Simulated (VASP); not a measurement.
Data:

```
CELL_PARAMETERS angstrom
      3.30457     0.00000     0.00000
      0.00000     3.30457     0.00000
      0.00000     0.00000     3.30457
ATOMIC_POSITIONS crystal
  B  0.00000 0.00000 0.00000
  Bi 0.50000 0.50000 0.50000
```

Method: PBEsol GGA, VASP's PBE PAW potentials (set 64) (plane waves; VASP). Settings: 520 eV cut-off, Gaussian smearing of 0.050 eV, potentials B Bi_d.

Unless said otherwise, spin-orbit coupling is left out, though it shifts the bands of the heavy elements here.

**Question.** What does the run give for the band gap (along the path) with the smallest direct gap where there is one?

**Answer.** 
```yaml
band gap (along the path): none (metal, semimetal or under 0.01 eV)
```

Total energies compare only between runs with the same potentials, cut-off and functional.

The structure was generated: BBi was put into the CsCl type type (Pm-3m), which need not be its known phase. It was relaxed first, which changed the volume by +32 %. VASP warned that the highest band is occupied, so more bands are needed.
